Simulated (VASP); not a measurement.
All values below come from PBE GGA, VASP's PBE PAW potentials (set 64) (plane waves; VASP 6.6.1).

Input for VASP

### INCAR
```
! general
SYSTEM  = CoSi
PREC    = Accurate
ENCUT   = 500   ! plane-wave cut-off (eV)
LREAL   = F
LASPH   = T   ! aspherical one-centre terms

! electronic loop
EDIFF   = 1E-6   ! SCF stop (eV)
NELM    = 100   ! most electronic steps
ALGO    = Normal
LMAXMIX = 4   ! l cut-off of mixed one-centre charges

! smearing
ISMEAR  = 1   ! Methfessel-Paxton
SIGMA   = 0.1   ! width (eV)

! functional
GGA     = PE   ! PBE

! ions
IBRION  = 2   ! conjugate gradients
NSW     = 40
ISIF    = 3   ! ions, shape and volume
EDIFFG  = -0.02   ! ionic stop
PSTRESS = 450   ! kbar

! output
LWAVE   = F
LCHARG  = F
```

File POSCAR:
```
CoSi
1
    4.2191415400     0.0000000000    -0.0000000000
   -0.0000000000     4.2191415400     0.0000000000
   -0.0000000000     0.0000000000     4.2191415400
Co Si
4 4
Direct
  0.8515869048   0.6484130952   0.3515869048
  0.3515869048   0.8515869048   0.6484130952
  0.1484130952   0.1484130952   0.1484130952
  0.6484130952   0.3515869048   0.8515869048
  0.1553039577   0.3446960423   0.6553039577
  0.6553039577   0.1553039577   0.3446960423
  0.8446960423   0.8446960423   0.8446960423
  0.3446960423   0.6553039577   0.1553039577
```

KPOINTS:
```
Automatic mesh
0
Gamma
7 7 7
0 0 0
```

POTCAR, in this order: Co Si (PBE.64 set). Program: vasp_std.

What VASP printed:

OSZICAR:
```
       N       E                     dE             d eps       ncg     rms          rms(c)
DAV:   1     0.372456779416E+03    0.37246E+03   -0.22224E+04  1488   0.195E+03
DAV:   2    -0.246602448633E+02   -0.39712E+03   -0.38719E+03  1488   0.419E+02
DAV:   3    -0.577417254647E+02   -0.33081E+02   -0.32336E+02  1712   0.146E+02
DAV:   4    -0.591302078216E+02   -0.13885E+01   -0.13819E+01  1906   0.286E+01
DAV:   5    -0.591853284313E+02   -0.55121E-01   -0.55104E-01  2071   0.500E+00    0.332E+01
DAV:   6    -0.617516188259E+02   -0.25663E+01   -0.14975E+02  2136   0.147E+02    0.216E+01
DAV:   7    -0.534285809536E+02    0.83230E+01   -0.58551E+01  2024   0.104E+02    0.103E+01
DAV:   8    -0.533843558862E+02    0.44225E-01   -0.32968E+00  1826   0.134E+01    0.298E+00
DAV:   9    -0.532967692737E+02    0.87587E-01   -0.31421E-01  2315   0.646E+00    0.124E+00
DAV:  10    -0.532911815410E+02    0.55877E-02   -0.23727E-02  2225   0.119E+00    0.358E-01
DAV:  11    -0.532900990506E+02    0.10825E-02   -0.38189E-03  2381   0.618E-01    0.991E-02
DAV:  12    -0.532900578558E+02    0.41195E-04   -0.47582E-04  2076   0.264E-01    0.325E-02
DAV:  13    -0.532900664620E+02   -0.86062E-05   -0.83403E-05  2100   0.512E-02    0.623E-02
DAV:  14    -0.532900545702E+02    0.11892E-04   -0.37924E-05  2273   0.467E-02    0.860E-03
DAV:  15    -0.532900553920E+02   -0.82175E-06   -0.24648E-06  1279   0.165E-02
   1 F= -.32195313E+02 E0= -.32195260E+02  d E =-.321953E+02
```

OUTCAR:
```
------------------------ aborting loop because EDIFF is reached ----------------------------------------
  FORCE on cell =-STRESS in cart. coord.  units (eV):
  Direction    XX          YY          ZZ          XY          YZ          ZX
  --------------------------------------------------------------------------------------
  Total       21.2193838     21.2193838     21.2193838     -0.0000000      0.0000000     -0.0000000
  in kB      452.6589029    452.6589029    452.6589029     -0.0000000      0.0000000     -0.0000000
  external PRESSURE =       2.6589029 kB  Pullay stress =     450.0000000 kB
  volume of cell :       75.11
      direct lattice vectors                 reciprocal lattice vectors
     4.219141540  0.000000000  0.000000000     0.237015040  0.000000000  0.000000000
     0.000000000  4.219141540  0.000000000     0.000000000  0.237015040  0.000000000
     0.000000000  0.000000000  4.219141540     0.000000000  0.000000000  0.237015040
 POSITION                                       TOTAL-FORCE (eV/Angst)
 -----------------------------------------------------------------------------------
      3.59297      2.73575      1.48339        -0.003152      0.003152     -0.003152
      1.48339      3.59297      2.73575        -0.003152     -0.003152      0.003152
      0.62618      0.62618      0.62618         0.003152      0.003152      0.003152
      2.73575      1.48339      3.59297         0.003152     -0.003152     -0.003152
      0.65525      1.45432      2.76482         0.003947     -0.003947      0.003947
      2.76482      0.65525      1.45432         0.003947      0.003947     -0.003947
      3.56389      3.56389      3.56389        -0.003947     -0.003947     -0.003947
      1.45432      2.76482      0.65525        -0.003947      0.003947      0.003947
 -----------------------------------------------------------------------------------
    total drift:                               -0.000000      0.000000      0.000000
  FREE ENERGIE OF THE ION-ELECTRON SYSTEM (eV)
  ---------------------------------------------------
  free  energy   TOTEN  =       -53.2900553920 eV

  energy  without entropy=      -53.2898952943  energy(sigma->0) =      -53.29000203
  enthalpy is  TOTEN    =       -32.1953134826 eV   P V=       21.0947419094

 reached required accuracy - stopping structural energy minimisation
```
(Selected blocks of OUTCAR.)

**OUTCAR**
```
 val. band max:       14.4876380002   @ k =   0.4286   0.4286   0.4286

 cond. band min:      14.5131315701   @ k =   0.0000   0.0000   0.0000


 Fermi energy:        14.4959022022

 k-point     1 :       0.0000    0.0000    0.0000
  band No.  band energies     occupation
      1      -0.4422      2.00000
      2       5.5670      2.00000
      3       5.5670      2.00000
      4       5.5670      2.00000
      5       8.3011      2.00000
      6       8.3011      2.00000
      7       8.3011      2.00000
      8      10.0418      2.00000
      9      10.0418      2.00000
     10      10.0418      2.00000
     11      10.8429      2.00000
     12      10.8642      2.00000
     13      10.8642      2.00000
     14      11.1946      2.00000
     15      11.1946      2.00000
     16      11.1946      2.00000
     17      11.7961      2.00000
     18      11.7961      2.00000
     19      11.7961      2.00000
     20      13.3882      2.00000
     21      13.3882      2.00000
     22      13.3882      2.00000
     23      13.5516      2.00000
     24      13.5516      2.00000
     25      14.5131      0.71313
     26      14.5131      0.71313
     27      14.5131      0.71313
     28      17.7157      0.00000
     29      17.7157      0.00000
     30      17.7163      0.00000
     31      17.8755      0.00000

 k-point     2 :       0.1429    0.0000    0.0000
  band No.  band energies     occupation
      1      -0.2721      2.00000
      2       4.5871      2.00000
      3       5.6652      2.00000
      4       6.2493      2.00000
      5       7.7832      2.00000
      6       8.3951      2.00000
      7       8.9461      2.00000
      8       9.3748      2.00000
      9       9.7209      2.00000
     10      10.6792      2.00000
     11      10.7233      2.00000
     12      10.8910      2.00000
     13      11.1077      2.00000
     14      11.1133      2.00000
     15      11.2155      2.00000
     16      11.2240      2.00000
     17      11.7083      2.00000
...
```

The compound is CoSi in the B20 structure. It was relaxed first under an external pressure of 45 GPa. The run is not spin-polarised, so no magnetic state was tried.
